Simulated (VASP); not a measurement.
VASP input:

**POSCAR**
```
Ag
1
    0.0000000000     2.0395172857     2.0395172857
    2.0395172857     0.0000000000     2.0395172857
    2.0395172857     2.0395172857     0.0000000000
Ag
1
Direct
  0.0000000000   0.0000000000   0.0000000000
```

INCAR:
```
PREC=Accurate
LCHARG=F
EDIFF=1E-7
LREAL=F   ! projection in real space or not
SIGMA=0.1   ! width (eV)
ISIF=2   ! forces and stress, cell fixed
LWAVE=F
ISMEAR=1   ! Methfessel-Paxton
ENCUT=480   ! plane-wave cut-off (eV)
SYSTEM=Ag
GGA=PE   ! PBE
ALGO=Normal
LASPH=T
NELM=100   ! most electronic steps
LMAXMIX=4
```

### KPOINTS
```
K-points
0
gamma
  14 14 14
```

POTCAR, in this order: Ag (PBE.64 set). Program: vasp_std.

### Question
Translate this PBE calculation to Quantum ESPRESSO's pw.x.

### Answer
One equivalent input (not run):
```
&CONTROL
  calculation = 'scf'
  pseudo_dir = './pseudo'
  outdir = './out'
  tprnfor = .true.
  tstress = .true.
/
&SYSTEM
  ibrav = 0
  nat = 1
  ntyp = 1
  ecutwfc = 82
  occupations = 'smearing'
  smearing = 'methfessel-paxton'
  degauss = 0.00735
  input_dft = 'pbe'
/
&ELECTRONS
  conv_thr = 7.3e-09
  electron_maxstep = 100
/
ATOMIC_SPECIES
  Ag 107.868 Ag.upf
CELL_PARAMETERS angstrom
     0.0000000    2.0395173    2.0395173
     2.0395173    0.0000000    2.0395173
     2.0395173    2.0395173    0.0000000
ATOMIC_POSITIONS crystal
  Ag   0.0000000  0.0000000  0.0000000
K_POINTS automatic
  14 14 14 0 0 0
```
Limits of the translation: the potentials are each code's own (VASP's PAW set, PseudoDojo norm-conserving files in pw.x), so ENCUT and ecutwfc are chosen apart and not converted; conv_thr bounds pw.x's estimated SCF error, while EDIFF bounds the energy change between steps.

The compound is Ag in the fcc structure. This cell was strained or had an atom moved on purpose.
